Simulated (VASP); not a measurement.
These are PBEsol GGA, VASP's PBE PAW potentials (set 64) (plane waves; VASP) values and carry that method's errors.

VASP ran on this input.

**KPOINTS**
```
Regular mesh
0
gamma
7 4 1
```

### INCAR
```
! general
SYSTEM  = Ba(211) slab
PREC    = Normal
ENCUT   = 400
LREAL   = .FALSE.
LASPH   = .TRUE.

! electronic loop
EDIFF   = 1E-5
NELM    = 100
NELMIN  = 4
ALGO    = Normal
LMAXMIX = 4

! smearing
ISMEAR  = 1
SIGMA   = 0.1

! functional
GGA     = PS

! ions
IBRION  = 2
NSW     = 50
ISIF    = 2
EDIFFG  = -0.03

! output
LWAVE   = .TRUE.
LCHARG  = .FALSE.

! other
LDIPOL  = .TRUE.
IDIPOL  = 3
DIPOL   = 0.5 0.5 0.5
```

File POSCAR:
```
Ba(211) slab
1
    4.2400238900     0.0000000000    -0.0000000000
    0.0000000000     6.9239291840    -0.0000000000
    0.0000000000    -0.0000000000    24.6231855633
Ba
5
Direct
  0.3333330000   0.5000000000   0.3376520000
  0.6666670000   0.0000000000   0.4188260000
  0.0000000000   0.5000000000   0.5000000000
  0.3333330000   0.0000000000   0.5811740000
  0.6666670000   0.5000000000   0.6623480000
```

POTCAR, in this order: Ba_sv (PBE.64 set). Program: vasp_std.

Unless said otherwise, spin-orbit coupling is left out, though it shifts the bands of the heavy elements here.

**Question.** Estimate the energy per atom (σ→0), band gap (on the k-mesh).

**Answer.** 
| Property | Value |
|---|---|
| energy per atom (σ→0) | -1.829 eV/atom |
| band gap (on the k-mesh) | none (metal, semimetal or under 0.01 eV) |

### OSZICAR
```
...
DAV:   7    -0.914584910400E+01   -0.19161E-05   -0.57544E-05   840   0.356E-02
   7 F= -.91458491E+01 E0= -.91468940E+01  d E =-.750039E-01
       N       E                     dE             d eps       ncg     rms          rms(c)
DAV:   1    -0.914265764497E+01    0.31895E-02   -0.15817E+00   720   0.536E+00    0.190E-01
DAV:   2    -0.914589279219E+01   -0.32351E-02   -0.39653E-02   728   0.911E-01    0.625E-02
DAV:   3    -0.914614101105E+01   -0.24822E-03   -0.29619E-03  1184   0.183E-01    0.259E-02
DAV:   4    -0.914614742658E+01   -0.64155E-05   -0.58591E-05   768   0.242E-02
   8 F= -.91461474E+01 E0= -.91472529E+01  d E =-.753022E-01
```

The cell is a thin slab with vacuum, built from Ba (bcc): (211) face.
